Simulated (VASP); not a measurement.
# Ca2C (R-3m) in VASP: single point with PBE

Aim: the single point of Ca2C with PBE.

Program: VASP 6.6.1. These are calculated values, not measurements. Logs are shortened: lines on timing, memory, paths and dates and some standing lists are left out, and cuts for length are marked.

## (1) The cell of the first run

It takes space group R-3m (No. 166, trigonal). Conventional cell: a = 4.424 Å, b = 4.424 Å, c = 11.046 Å, α = 90.00°, β = 90.00°, γ = 120.00°. Around C (site symmetry -3m) lie 8 Ca at 2.72 to 2.76 Å. Ca (site symmetry 3m) is surrounded by 4 C at 2.72 to 2.76 Å.

The cell was built by a generator and needn't be a form met in nature.

## (2) Single point, PBE (shear_111 strain +1.9%)

File INCAR:

```
  PREC = Accurate
  ENCUT = 520
  EDIFF = 1E-6
  ISMEAR = -1
  SIGMA = 0.02
  LREAL = False
  LASPH = True
  NELM = 100
  ALGO = Fast
  ISIF = 2
  LWAVE = False
  LCHARG = False
  GGA = PE
  NBANDS = 19
```

File KPOINTS:

```
regular mesh
0
Gamma
  8 8 8
```

File POSCAR:

```
Ca2C
1.0
    0.0400458291      3.1686262253      3.1686262253
    3.1686262253      0.0400458291      3.1686262253
    3.1686262253      3.1686262253      0.0400458291
C Ca
1 2
Direct
    0.0000000000      0.0000000000      0.0000000000
    0.2500000000      0.2500000000      0.2500000000
    0.7500000000      0.7500000000      0.7500000000
```

Potentials or basis: VASP PAW PBE potentials, release 64 (C, Ca_sv).

The run is started by

```console
cat potpaw_PBE.64/C/POTCAR potpaw_PBE.64/Ca_sv/POTCAR > POTCAR
mpirun -np 1 vasp_std > vasp.out
```

OUTCAR:

```text
PREC = Accurate
   ENCUT = 520
   EDIFF = 1E-6
   ISMEAR = -1
   LREAL = False
   LASPH = True
   NELM = 100
   ISIF = 2
   GGA = PE

 ion  position               nearest neighbor table
   1  0.000  0.000  0.000-
   2  0.250  0.250  0.250-   3 3.15   3 3.15   3 3.15   3 3.15   3 3.15   3 3.15
   3  0.750  0.750  0.750-   2 3.15   2 3.15   2 3.15   2 3.15   2 3.15   2 3.15

  LATTYP: Found a trigonal (rhomboedric) cell.
 ALAT       =     4.4812931147
 COS(alpha) =     0.5125972934

  Lattice vectors:

 A1 = (   0.0400458291,   3.1686262253,   3.1686262253)
 A2 = (   3.1686262253,   0.0400458291,   3.1686262253)
 A3 = (   3.1686262253,   3.1686262253,   0.0400458291)

Analysis of symmetry for initial positions (statically):
=====================================================================
 Subroutine PRICEL returns:
 Original cell was already a primitive cell.

 Routine SETGRP: Setting up the symmetry group for a
 trigonal (rhombohedral) supercell.

 Subroutine GETGRP returns: Found 12 space group operations
 (whereof 12 operations were pure point group operations)
 out of a pool of 12 trial point group operations.

The static configuration has the point symmetry D_3d.

Analysis of symmetry for dynamics (positions and initial velocities):
=====================================================================
 Subroutine PRICEL returns:
 Original cell was already a primitive cell.

 Routine SETGRP: Setting up the symmetry group for a
 trigonal (rhombohedral) supercell.

 Subroutine GETGRP returns: Found 12 space group operations
 (whereof 12 operations were pure point group operations)
 out of a pool of 12 trial point group operations.

The dynamic configuration has the point symmetry D_3d.

 Subroutine INISYM returns: Found 12 space group operations
 (whereof 12 operations are pure point group operations),
 and found     1 'primitive' translations

----------------------------------------------------------------------------------------

                                     Primitive cell

  volume of cell :      62.4211

  direct lattice vectors                    reciprocal lattice vectors
     0.040045829  3.168626225  3.168626225    -0.160820453  0.158813334  0.158813334
     3.168626225  0.040045829  3.168626225     0.158813334 -0.160820453  0.158813334
     3.168626225  3.168626225  0.040045829     0.158813334  0.158813334 -0.160820453

  length of vectors
     4.481293115  4.481293115  4.481293115     0.276236435  0.276236435  0.276236435

  position of ions in fractional coordinates (direct lattice)
     0.000000000  0.000000000  0.000000000
     0.250000000  0.250000000  0.250000000
     0.750000000  0.750000000  0.750000000

  ion indices of the primitive-cell ions
   primitive index   ion index
                 1           1
                 2           2
                 3           3

----------------------------------------------------------------------------------------

 KPOINTS: regular mesh

Automatic generation of k-mesh.
 Grid dimensions read from file:
 generate k-points for:    8    8    8

 Generating k-lattice:

  Cartesian coordinates                     Fractional coordinates (reciprocal lattice)
    -0.020102557  0.019851667  0.019851667     0.125000000 -0.000000000 -0.000000000
     0.019851667 -0.020102557  0.019851667    -0.000000000  0.125000000 -0.000000000
     0.019851667  0.019851667 -0.020102557    -0.000000000 -0.000000000  0.125000000

  Length of vectors
     0.034529554  0.034529554  0.034529554

  Shift w.r.t. Gamma in fractional coordinates (k-lattice)
     0.000000000  0.000000000  0.000000000

 Subroutine IBZKPT returns following result:
 ===========================================

 Found     65 irreducible k-points:

 Following reciprocal coordinates:
            Coordinates               Weight
  0.000000  0.000000  0.000000      1.000000
  0.125000  0.000000 -0.000000      6.000000
  0.250000  0.000000 -0.000000      6.000000
  0.375000  0.000000  0.000000      6.000000
  0.500000  0.000000 -0.000000      3.000000
  0.125000  0.125000 -0.000000      6.000000
[... 16 lines left out ...]
  0.250000  0.125000  0.125000      6.000000
  0.375000  0.125000  0.125000      6.000000
 [... further k-points ...]
   k-points           NKPTS =     65   k-points in BZ     NKDIM =     65   number of bands    NBANDS=     19
   number of dos      NEDOS =    301   number of ions     NIONS =      3
   total plane-waves  NPLWV =  46656
   dimension x,y,z NGX =    36 NGY =   36 NGZ =   36
   dimension x,y,z NGXF=    72 NGYF=   72 NGZF=   72
   ions per type =               1   2
   NGX,Y,Z   is equivalent  to a cutoff of  13.36, 13.36, 13.36 a.u.
   NGXF,Y,Z  is equivalent  to a cutoff of  26.71, 26.71, 26.71 a.u.
 SYSTEM =  unknown system
   PREC   = accura    normal or accurate (medium, high low for compatibility)
   ISTART =      0    job   : 0-new  1-cont  2-samecut
   ICHARG =      2    charge: 1-file 2-atom 10-const
   ISPIN  =      1    spin polarized calculation?
   LNONCOLLINEAR =      F non collinear calculations
   LSORBIT =      F    spin-orbit coupling
   LASPH  =      T    aspherical Exc in radial PAW
   ENCUT  =  520.0 eV  38.22 Ry    6.18 a.u.   8.33  8.33  8.33*2*pi/ulx,y,z
   NELM   =    100;   NELMIN=  2; NELMDL= -5     # of ELM steps
   EDIFF  = 0.1E-05   stopping-criterion for ELM
   LREAL  =      F    real-space projection
   EDIFFG = 0.1E-04   stopping-criterion for IOM
   NSW    =      0    number of steps for IOM
   IBRION =     -1    ionic relax: 0-MD 1-quasi-New 2-CG
   NFREE  =      0    steps in history (QN), initial steepest desc. (CG)
   ISIF   =      2    stress and relaxation
   ISYM   =      2    0-nonsym 1-usesym 2-fastsym
   POTIM  = 0.5000    time-step for ionic-motion
   TEBEG  =    0.0;   TEEND  =   0.0 temperature during run
   PSTRESS=    0.0 pullay stress
   NELECT =      24.0000    total number of electrons
   NUPDOWN=      -1.0000    fix difference up-down
   EMIN   =  10.00;   EMAX   =-10.00  energy-range for DOS
   EFERMI =   0.00;   METHOD = LEGACY
   ISMEAR =    -1;   SIGMA  =   0.02  broadening in eV -4-tet -1-fermi 0-gaus
   EFERMI_NEDOS =   21; number of points for ismear=-14 and -15
   IALGO  =     68    algorithm
   IMIX   =      4    mixing-type and parameters
     AMIX     =   0.40;   BMIX     =  1.00
     AMIX_MAG =   1.60;   BMIX_MAG =  1.00
  volume/ion in A,a.u.               =      20.81       140.41
  Fermi-wavevector in a.u.,A,eV,Ry     =   1.190423  2.249574 19.280923  1.417108
  Thomas-Fermi vector in A             =   2.326508
   LORBIT       =      0    0 simple, 1 ext, 2 COOP (PROOUT), +10 PAW based schemes
   GGA     = PE    functional components
   LHFCALC =     F    Hartree Fock is set to
   AEXX    =    0.0000 exact exchange contribution
   IVDW    =     0    specifies the selected vdW correction
   LEPSILON=     F    determine dielectric tensor
   LRPA    =     F    only Hartree local field effects (RPA)
 non-spin polarized calculation
 RMM-DIIS sequential band-by-band and
  energy-cutoff  :      520.00
  volume of cell :       62.42
 maximum number of plane-waves:      1699
 NGX is ok and might be reduce to    36
   NGX = 17   NGY = 17   NGZ = 17

 number of electron      24.0000001 magnetization

 Free energy of the ion-electron system (eV)
  ---------------------------------------------------
  ext. energy  EPLUGINS =         0.00000000
  ---------------------------------------------------
  free energy    TOTEN  =       -12.06394939 eV

  energy without entropy =      -12.06392895  energy(sigma->0) =      -12.06393917

 E-fermi :   3.2683     XC(G=0):  -9.4123

 val. band max:        3.1611208421   @ k =   0.5000   0.5000  -0.0000
 cond. band min:       3.3685402098   @ k =   0.5000   0.5000  -0.0000
 fundamental gap:      0.2074193677
 Fermi energy:         3.2682734937

 k-point     1 :       0.0000    0.0000    0.0000
  band No.  band energies     occupation
      1     -37.1918      2.00000
      2     -36.9935      2.00000
      3     -18.3676      2.00000
      4     -18.3427      2.00000
      5     -18.3427      2.00000
      6     -17.9379      2.00000
[... 11 lines left out ...]
     18       8.8919      0.00000
     19       9.6386      0.00000

 k-point     2 :       0.1250    0.0000   -0.0000
  band No.  band energies     occupation
      1     -37.1840      2.00000
      2     -37.0007      2.00000
      3     -18.3536      2.00000
      4     -18.3338      2.00000
      5     -18.3293      2.00000
      6     -17.9625      2.00000
[... 11 lines left out ...]
     18       8.7042      0.00000
     19       9.7660      0.00000

 k-point     3 :       0.2500    0.0000   -0.0000
  band No.  band energies     occupation
      1     -37.1617      2.00000
      2     -37.0215      2.00000
      3     -18.3155      2.00000
      4     -18.3040      2.00000
      5     -18.2903      2.00000
      6     -18.0288      2.00000
[... 11 lines left out ...]
     18       8.2866      0.00000
     19       8.9831      0.00000

 k-point     4 :       0.3750    0.0000    0.0000
  band No.  band energies     occupation
      1     -37.1288      2.00000
      2     -37.0529      2.00000
      3     -18.2652      2.00000
      4     -18.2438      2.00000
      5     -18.2295      2.00000
      6     -18.1140      2.00000
[... 407 lines left out ...]
     18       8.6662      0.00000
     19       9.8067      0.00000

 k-point    23 :       0.2500    0.1250    0.1250
  band No.  band energies     occupation
      1     -37.1718      2.00000
      2     -37.0122      2.00000
      3     -18.3803      2.00000
      4     -18.3003      2.00000
      5     -18.2771      2.00000
      6     -18.0313      2.00000
[... 11 lines left out ...]
     18       8.9822      0.00000
     19       9.1927      0.00000

 k-point    24 :       0.3750    0.1250    0.1250
  band No.  band energies     occupation
      1     -37.1470      2.00000
      2     -37.0354      2.00000
      3     -18.3911      2.00000
      4     -18.2368      2.00000
      5     -18.2069      2.00000
      6     -18.1243      2.00000
[... 11 lines left out ...]
     18       8.1692      0.00000
     19       8.5185      0.00000

 [... further k-points ...]

------------------------ aborting loop because EDIFF is reached ----------------------------------------

  FORCE on cell =-STRESS in cart. coord.  units (eV):
  Direction    XX          YY          ZZ          XY          YZ          ZX
  --------------------------------------------------------------------------------------
  -------------------------------------------------------------------------------------
  Total       -0.0473116     -0.0473116     -0.0473116     -0.0642875     -0.0642875     -0.0642875
  in kB       -1.2143591     -1.2143591     -1.2143591     -1.6500825     -1.6500825     -1.6500825
  external PRESSURE =      -1.2143591 kB  Pullay stress =       0.0000000 kB

 VOLUME and BASIS-vectors are now :
 -----------------------------------------------------------------------------
  energy-cutoff  :      520.00
  volume of cell :       62.42
      direct lattice vectors                 reciprocal lattice vectors
     0.040045829  3.168626225  3.168626225    -0.160820453  0.158813334  0.158813334
     3.168626225  0.040045829  3.168626225     0.158813334 -0.160820453  0.158813334
     3.168626225  3.168626225  0.040045829     0.158813334  0.158813334 -0.160820453

 POSITION                                       TOTAL-FORCE (eV/Angst)
 -----------------------------------------------------------------------------------
      0.00000      0.00000      0.00000         0.000000      0.000000      0.000000
      1.59432      1.59432      1.59432         0.004105      0.004105      0.004105
      4.78297      4.78297      4.78297        -0.004105     -0.004105     -0.004105
 -----------------------------------------------------------------------------------
    total drift:                                0.000000      0.000000      0.000000

  FREE ENERGIE OF THE ION-ELECTRON SYSTEM (eV)
  ---------------------------------------------------
  free  energy   TOTEN  =       -12.0639493867 eV

  energy  without entropy=      -12.0639289532  energy(sigma->0) =      -12.06393917
```

Run time: 62 s. Hardware: 1 thread of Intel Xeon 6975P-C (Granite Rapids), shared host; peak memory 0.25 GiB.

Results:

```
Free energy            : -12.0639 eV
Pressure               : -0.1 GPa
Largest force          : 0.007 eV/Å
Band gap on the k mesh : 0.21 eV, direct
```

Forces on the atoms (eV/Å):
```
C    0.000  0.000  0.000
Ca   0.004  0.004  0.004
Ca  -0.004 -0.004 -0.004
```

A k mesh can miss the band edges.
